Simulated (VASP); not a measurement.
Computed with r2SCAN meta-GGA, VASP's PBE PAW potentials (set 64) (plane waves; VASP).

VASP ran on this input.

KPOINTS:
```
K-points
0
gamma
 14 14 14
0 0 0
```

File POSCAR:
```
W
1
    0.0000000000     1.9906750000     1.9906750000
    1.9906750000     0.0000000000     1.9906750000
    1.9906750000     1.9906750000     0.0000000000
W
1
Direct
  0.0000000000   0.0000000000   0.0000000000
```

**INCAR**
```
ALGO = Normal
EDIFF = 1E-6
EDIFFG = -0.01
ENCUT = 400
IBRION = 2
ISIF = 3
ISMEAR = 1
LASPH = T
LCHARG = F
LMAXMIX = 6
LMIXTAU = T
LREAL = F
LWAVE = F
METAGGA = R2SCAN
NELM = 100
NSW = 60
PREC = Accurate
SIGMA = 0.1
SYSTEM = W
```

POTCAR, in this order: W_sv (PBE.64 set). Program: vasp_std.

Energy and stress use the plane-wave basis of the starting cell. Unless said otherwise, spin-orbit coupling is left out, though it shifts the bands of the heavy elements here.

Task: What does the run give for the energy per atom (σ→0), volume per atom, band gap (on the k-mesh)?

Result: 
```json
{
 "energy per atom (σ→0)": "-50.795 eV/atom",
 "band gap (on the k-mesh)": "none (metal, semimetal or under 0.01 eV)",
 "volume_per_atom": "16.26 Å³/atom"
}
```

File OSZICAR:
```
...
DAV:   3    -0.507952265614E+02    0.34327E-04   -0.99298E-05  2369   0.132E-01    0.299E-02
DAV:   4    -0.507952185122E+02    0.80492E-05   -0.24044E-05  2354   0.635E-02    0.478E-03
DAV:   5    -0.507952346596E+02   -0.16147E-04   -0.11940E-05  2306   0.453E-02    0.221E-03
DAV:   6    -0.507952388819E+02   -0.42223E-05   -0.12053E-07  1198   0.458E-03    0.643E-04
DAV:   7    -0.507952348551E+02    0.40268E-05   -0.54429E-08  1144   0.319E-03    0.285E-04
DAV:   8    -0.507952383963E+02   -0.35412E-05   -0.27041E-08  1144   0.206E-03    0.368E-05
DAV:   9    -0.507952383442E+02    0.52182E-07   -0.17904E-09  1144   0.731E-04
   4 F= -.50795238E+02 E0= -.50795395E+02  d E =-.142457E-01
```

The structure was generated: W was put into the fcc type (Fm-3m), which need not be its known phase. This run relaxes it. Symmetry was kept, so distortions that lower it aren't found.
